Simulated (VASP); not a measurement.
Output of a VASP run:

**OSZICAR**
```
...
DAV:   3    -0.233208535438E+02    0.20402E-03   -0.21474E-04  9335   0.534E-01    0.320E-02
DAV:   4    -0.233208354602E+02    0.18084E-04   -0.70358E-05  7308   0.295E-01    0.634E-03
DAV:   5    -0.233208358805E+02   -0.42037E-06   -0.93631E-06  7672   0.375E-02
   5 F= -.23320836E+02 E0= -.23320463E+02  d E =-.230312E-03
       N       E                     dE             d eps       ncg     rms          rms(c)
DAV:   1    -0.233269476819E+02   -0.61122E-02   -0.31980E-01  5623   0.538E+00    0.598E-01
DAV:   2    -0.233234170019E+02    0.35307E-02   -0.63842E-03  7884   0.173E+00    0.347E-01
DAV:   3    -0.233215831278E+02    0.18339E-02   -0.19455E-03  9298   0.161E+00    0.975E-02
DAV:   4    -0.233214151847E+02    0.16794E-03   -0.64711E-04  7321   0.897E-01    0.188E-02
DAV:   5    -0.233214192983E+02   -0.41136E-05   -0.85392E-05  7949   0.112E-01    0.126E-02
DAV:   6    -0.233214183765E+02    0.92179E-06   -0.54659E-06  5913   0.573E-02
   6 F= -.23321418E+02 E0= -.23321029E+02  d E =-.812808E-03
       N       E                     dE             d eps       ncg     rms          rms(c)
DAV:   1    -0.233443811356E+02   -0.22962E-01   -0.12834E+00  5620   0.108E+01    0.120E+00
DAV:   2    -0.233301523676E+02    0.14229E-01   -0.26185E-02  7891   0.352E+00    0.696E-01
DAV:   3    -0.233228996308E+02    0.72527E-02   -0.82194E-03  9259   0.335E+00    0.212E-01
DAV:   4    -0.233220915585E+02    0.80807E-03   -0.28866E-03  7312   0.192E+00    0.370E-02
DAV:   5    -0.233221136877E+02   -0.22129E-04   -0.40074E-04  7915   0.241E-01    0.257E-02
DAV:   6    -0.233221101565E+02    0.35312E-05   -0.31333E-05  9239   0.124E-01    0.182E-02
DAV:   7    -0.233221092569E+02    0.89959E-06   -0.77488E-06  7598   0.791E-02
   7 F= -.23322109E+02 E0= -.23321692E+02  d E =-.150369E-02
       N       E                     dE             d eps       ncg     rms          rms(c)
DAV:   1    -0.233471306420E+02   -0.25020E-01   -0.51583E-01  6846   0.152E+01    0.122E+00
DAV:   2    -0.233286192275E+02    0.18511E-01   -0.14299E-01  6688   0.121E+01    0.476E-01
DAV:   3    -0.233234655754E+02    0.51537E-02   -0.25217E-02  7777   0.632E+00    0.302E-01
DAV:   4    -0.233223731360E+02    0.10924E-02   -0.27010E-03  8149   0.148E+00    0.125E-01
DAV:   5    -0.233221613126E+02    0.21182E-03   -0.13419E-03  8797   0.671E-01    0.674E-02
DAV:   6    -0.233220728858E+02    0.88427E-04   -0.31449E-04  9237   0.266E-01    0.902E-03
DAV:   7    -0.233220756712E+02   -0.27855E-05   -0.26808E-05  7181   0.622E-02    0.352E-03
DAV:   8    -0.233220756118E+02    0.59451E-07   -0.54509E-07  3319   0.280E-02
   8 F= -.23322076E+02 E0= -.23321680E+02  d E =0.336451E-04
       N       E                     dE             d eps       ncg     rms          rms(c)
DAV:   1    -0.233285979958E+02   -0.65223E-02   -0.12639E-01  6886   0.744E+00    0.612E-01
DAV:   2    -0.233240552454E+02    0.45428E-02   -0.36208E-02  6749   0.596E+00    0.240E-01
DAV:   3    -0.233227360655E+02    0.13192E-02   -0.64075E-03  7644   0.323E+00    0.150E-01
DAV:   4    -0.233224721093E+02    0.26396E-03   -0.68515E-04  8126   0.720E-01    0.630E-02
DAV:   5    -0.233224202441E+02    0.51865E-04   -0.34124E-04  8882   0.351E-01    0.350E-02
DAV:   6    -0.233223965222E+02    0.23722E-04   -0.81696E-05  9325   0.142E-01    0.502E-03
DAV:   7    -0.233223972301E+02   -0.70792E-06   -0.79199E-06  6421   0.318E-02
   9 F= -.23322397E+02 E0= -.23321990E+02  d E =-.287973E-03
```

OUTCAR:
```
------------------------ aborting loop because EDIFF is reached ----------------------------------------
  FORCE on cell =-STRESS in cart. coord.  units (eV):
  Direction    XX          YY          ZZ          XY          YZ          ZX
  --------------------------------------------------------------------------------------
  Total        0.0439642     -0.0170525     -0.0736742      0.0000000      0.0000000      0.0000000
  in kB        1.7085101     -0.6626830     -2.8630820      0.0000000      0.0000000      0.0000000
  external PRESSURE =      -0.6057516 kB  Pullay stress =       0.0000000 kB
  volume of cell :       41.23
      direct lattice vectors                 reciprocal lattice vectors
     1.990510524 -2.043065090  0.000000000     0.251191839 -0.244730333  0.000000000
     1.990510524  2.043065090  0.000000000     0.251191839  0.244730333  0.000000000
     0.000000000  0.000000000  5.068923924     0.000000000  0.000000000  0.197280530
 POSITION                                       TOTAL-FORCE (eV/Angst)
 -----------------------------------------------------------------------------------
      0.99526      1.02153      0.00000        -0.000000     -0.000000      0.000000
      0.99526     -1.02153      2.53446         0.000000     -0.000000      0.000000
      1.99051      0.00000      1.26723        -0.000000      0.000000      0.000000
      1.99051      0.00000      3.80169        -0.000000      0.000000      0.000000
 -----------------------------------------------------------------------------------
    total drift:                                0.000000     -0.000000     -0.000000
  FREE ENERGIE OF THE ION-ELECTRON SYSTEM (eV)
  ---------------------------------------------------
  free  energy   TOTEN  =       -23.3223972301 eV

  energy  without entropy=      -23.3211758718  energy(sigma->0) =      -23.32199011

 reached required accuracy - stopping structural energy minimisation
```
(Selected blocks of OUTCAR.)

POSCAR:
```
CuO
1
    1.9588377220    -2.0787858204     0.0000000000
    1.9588377220     2.0787858204     0.0000000000
    0.0000000000     0.0000000000     5.0651562520
Cu O
2 2
Direct
  0.0000000000   0.5000000000   0.0000000000
  0.5000000000   0.0000000000   0.5000000000
  0.5000000000   0.5000000000   0.2500000000
  0.5000000000   0.5000000000   0.7500000000
```

### Question
Reconstruct the remaining input files.

### Answer
This is not unique; one that fits is the input of the run itself, LDA (Ceperley-Alder, Perdew-Zunger), plane waves, VASP's LDA PAW potentials (set 64).

### INCAR
```
! general
SYSTEM  = CuO
PREC    = Accurate
ENCUT   = 520
LREAL   = .FALSE.
LASPH   = .TRUE.

! electronic loop
EDIFF   = 1E-6
NELM    = 100
ALGO    = Normal
LMAXMIX = 4

! smearing
ISMEAR  = 1
SIGMA   = 0.1

! ions
IBRION  = 2
NSW     = 60
ISIF    = 3
EDIFFG  = -0.02

! output
LWAVE   = .FALSE.
LCHARG  = .FALSE.
```

### KPOINTS
```
K-points
0
gamma
 10 10 6
```

POTCAR, in this order: Cu O (LDA.64 set). Program: vasp_std.

The structure comes from a computed database's CuO entry (Cccm); how it stands against other phases isn't given here. This run relaxes it. Symmetry was kept, so distortions that lower it aren't found. The start is the result of an earlier pass.
